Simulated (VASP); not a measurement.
Method: PBE GGA + U (Dudarev), VASP's PBE PAW potentials (set 64) (plane waves; VASP 6.6.1).

VASP input:

KPOINTS:
```
Automatic mesh
0
Gamma
6 6 3
0 0 0
```

File POSCAR:
```
ZnS
1
    1.9100000000    -3.3082170000     0.0000000000
    1.9100000000     3.3082170000     0.0000000000
    0.0000000000     0.0000000000     6.2600000000
Zn S
2 2
Direct
  0.6666670000   0.3333330000   0.5000000000
  0.3333330000   0.6666670000   0.0000000000
  0.6666670000   0.3333330000   0.8750000000
  0.3333330000   0.6666670000   0.3750000000
```

### INCAR
```
SYSTEM = ZnS
PREC = Accurate
ENCUT = 400
EDIFF = 1E-6
NELM = 100
ALGO = Normal
LREAL = .FALSE.
LASPH = .TRUE.
ISMEAR = 0
SIGMA = 0.05
GGA = PE
LMAXMIX = 4
LWAVE = .FALSE.
LCHARG = .FALSE.
ISIF = 2
LDAU = .TRUE.
LDAUTYPE = 2
LDAUL = 2 -1
LDAUU = 2.0 0
LDAUJ = 0 0
LDAUPRINT = 1
LORBIT = 10
```

POTCAR, in this order: Zn S (PBE.64 set). Program: vasp_std.

What VASP printed:

**OSZICAR**
```
       N       E                     dE             d eps       ncg     rms          rms(c)
DAV:   1     0.211717997593E+03    0.21172E+03   -0.15212E+04   616   0.165E+03
DAV:   2     0.492641755654E+01   -0.20679E+03   -0.20076E+03   658   0.336E+02
DAV:   3    -0.137776627898E+02   -0.18704E+02   -0.18640E+02   736   0.110E+02
DAV:   4    -0.141321188233E+02   -0.35446E+00   -0.35420E+00   736   0.157E+01
DAV:   5    -0.141383123619E+02   -0.61935E-02   -0.61932E-02   736   0.193E+00    0.103E+01
DAV:   6    -0.133588229713E+02    0.77949E+00   -0.18379E+00   990   0.355E+01    0.783E+00
DAV:   7    -0.133644903067E+02   -0.56673E-02   -0.14170E+00   700   0.718E+00    0.299E+00
DAV:   8    -0.133527729522E+02    0.11717E-01   -0.96606E-02   818   0.354E+00    0.845E-01
DAV:   9    -0.133535806149E+02   -0.80766E-03   -0.12212E-02   838   0.200E+00    0.242E-01
DAV:  10    -0.133536995674E+02   -0.11895E-03   -0.97011E-04   718   0.351E-01    0.150E-01
DAV:  11    -0.133538825198E+02   -0.18295E-03   -0.16052E-04   754   0.861E-02    0.417E-02
DAV:  12    -0.133539290536E+02   -0.46534E-04   -0.55292E-05   718   0.515E-02    0.148E-02
DAV:  13    -0.133539305741E+02   -0.15205E-05   -0.15896E-06   610   0.902E-03    0.296E-03
DAV:  14    -0.133539309942E+02   -0.42016E-06   -0.63373E-07   546   0.509E-03
   1 F= -.13353931E+02 E0= -.13353931E+02  d E =-.162472E-14
```

### OUTCAR
```
------------------------ aborting loop because EDIFF is reached ----------------------------------------
  FORCE on cell =-STRESS in cart. coord.  units (eV):
  Direction    XX          YY          ZZ          XY          YZ          ZX
  --------------------------------------------------------------------------------------
  Total        0.4022579      0.4022579      0.3839287      0.0000000      0.0000000     -0.0000000
  in kB        8.1467334      8.1467332      7.7755203      0.0000000      0.0000000     -0.0000000
  external PRESSURE =       8.0229956 kB  Pullay stress =       0.0000000 kB
  volume of cell :       79.11
      direct lattice vectors                 reciprocal lattice vectors
     1.910000000 -3.308217000  0.000000000     0.261780105 -0.151138816  0.000000000
     1.910000000  3.308217000  0.000000000     0.261780105  0.151138816  0.000000000
     0.000000000  0.000000000  6.260000000     0.000000000  0.000000000  0.159744409
  FREE ENERGIE OF THE ION-ELECTRON SYSTEM (eV)
  ---------------------------------------------------
  free  energy   TOTEN  =       -13.3539309942 eV

  energy  without entropy=      -13.3539309942  energy(sigma->0) =      -13.35393099

 total charge

# of ion       s       p       d       tot
------------------------------------------
    1        0.513   0.468   9.835  10.816
    2        0.513   0.468   9.835  10.816
    3        1.314   2.440   0.000   3.754
    4        1.314   2.440   0.000   3.754
--------------------------------------------------
tot          3.654   5.816  19.670  29.140
```
(Selected blocks of OUTCAR.)

### OUTCAR
```
 val. band max:        1.9909440309   @ k =   0.0000   0.0000   0.0000

 cond. band min:       4.2982037951   @ k =   0.0000   0.0000   0.0000


 Fermi energy:         2.2483085152

 k-point     1 :       0.0000    0.0000    0.0000
  band No.  band energies     occupation
      1     -11.0382      2.00000
      2     -10.1485      2.00000
      3      -4.9652      2.00000
      4      -4.9559      2.00000
      5      -4.9559      2.00000
      6      -4.8814      2.00000
      7      -4.8814      2.00000
      8      -4.5566      2.00000
      9      -4.5566      2.00000
     10      -4.4890      2.00000
     11      -4.4890      2.00000
     12      -4.3098      2.00000
     13      -3.1833      2.00000
     14       1.1416      2.00000
     15       1.1416      2.00000
     16       1.9243      2.00000
     17       1.9909      2.00000
     18       1.9909      2.00000
     19       4.2982      0.00000
     20       5.1863      0.00000
     21       8.4300      0.00000
     22       8.4300      0.00000

 k-point     2 :       0.1667    0.0000    0.0000
  band No.  band energies     occupation
      1     -10.8620      2.00000
      2     -10.0558      2.00000
      3      -4.9494      2.00000
      4      -4.9279      2.00000
      5      -4.9242      2.00000
      6      -4.8502      2.00000
      7      -4.8352      2.00000
      8      -4.5782      2.00000
      9      -4.5563      2.00000
     10      -4.5338      2.00000
     11      -4.4812      2.00000
     12      -4.2605      2.00000
     13      -2.9428      2.00000
     14      -0.0660      2.00000
     15       0.6864      2.00000
     16       0.7602      2.00000
     17       1.6905      2.00000
     18       1.7773      2.00000
     19       5.4264      0.00000
     20       6.1316      0.00000
     21       7.9079      0.00000
     22       8.9075      0.00000

 k-point     3 :       0.3333   -0.0000    0.0000
  band No.  band energies     occupation
      1     -10.4437      2.00000
...
```

The compound is ZnS in the wurtzite structure, the high-temperature form. The cell was not relaxed at this level. The run is one of a series of settings (LDAU = .TRUE., LDAUJ = 0 0, LDAUL = 2 -1, LDAUTYPE = 2, LDAUU = 2.0 0 against the base run), some of them coarse on purpose.
